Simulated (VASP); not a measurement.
All values below come from PBE GGA, VASP's PBE PAW potentials (set 64) (plane waves; VASP).

VASP input:

**POSCAR**
```
MnO
1
    4.4400000000     2.2200000000     2.2200000000
    2.2200000000     4.4400000000     2.2200000000
    2.2200000000     2.2200000000     4.4400000000
Mn O
2 2
Direct
  0.0000000000   0.0000000000   0.0000000000
  0.5000000000   0.5000000000   0.5000000000
  0.2500000000   0.2500000000   0.2500000000
  0.7500000000   0.7500000000   0.7500000000
```

**INCAR**
```
! general
SYSTEM  = MnO
PREC    = Accurate
ENCUT   = 520
LREAL   = .False.
LASPH   = .True.

! electronic loop
EDIFF   = 1E-6
NELM    = 100
ALGO    = Normal
LMAXMIX = 4

! smearing
ISMEAR  = 0
SIGMA   = 0.05

! functional
GGA     = PE

! spin
ISPIN   = 2
MAGMOM  = 5.0 -5.0 0.0 0.0
NUPDOWN = 2

! ions
ISIF    = 2

! output
LWAVE   = .False.
LCHARG  = .False.
LORBIT  = 10
```

**KPOINTS**
```
Automatic mesh
0
Gamma
7 7 7
0 0 0
```

POTCAR, in this order: Mn_pv O (PBE.64 set). Program: vasp_std.

### Question
What will the output report for the number of irreducible k-points (NKPTS), number of bands (NBANDS), largest plane-wave count, number of space-group operations, FFT grid (NGX, NGY, NGZ)?

### Answer

The number of irreducible k-points (NKPTS) is 44. The number of bands (NBANDS) is 23 and the largest plane-wave count comes out as 1193. The number of space-group operations is 12. The FFT grid (NGX, NGY, NGZ) comes out as 40 × 40 × 40.

The compound is MnO in the rock salt, AFM-II order structure. The cell was not relaxed at this level. The run is one of a series of settings (NUPDOWN = 2 against the base run), some of them coarse on purpose. VASP warned that the highest band is occupied, so more bands are needed.
